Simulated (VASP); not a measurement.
Consider the following.

```
AlN
1.0
    1.51465    -2.62345     0.00000
    1.51465     2.62345     0.00000
    0.00000     0.00000     4.82347
Al N
2 2
Cartesian
  1.51465  -0.87448   2.40819
  1.51465   0.87448   4.81993
  1.51465  -0.87448   4.25785
  1.51465   0.87448   1.84611
```

The numbers are results of r2SCAN meta-GGA, VASP's PBE PAW potentials (set 64) (plane waves; VASP), not measurements. Run with 600 eV cut-off, 8×8×4 Γ-centred mesh, Gaussian smearing of 0.050 eV, potentials Al N.

### Question
Predict the energy per atom (σ→0), pressure.

### Answer

```
Property                       Result
---------------------  --------------
energy per atom (σ→0)  -9.566 eV/atom
pressure                   199.3 kbar
```

The compound is AlN in the wurtzite structure. It was relaxed first under an external pressure of 20 GPa.
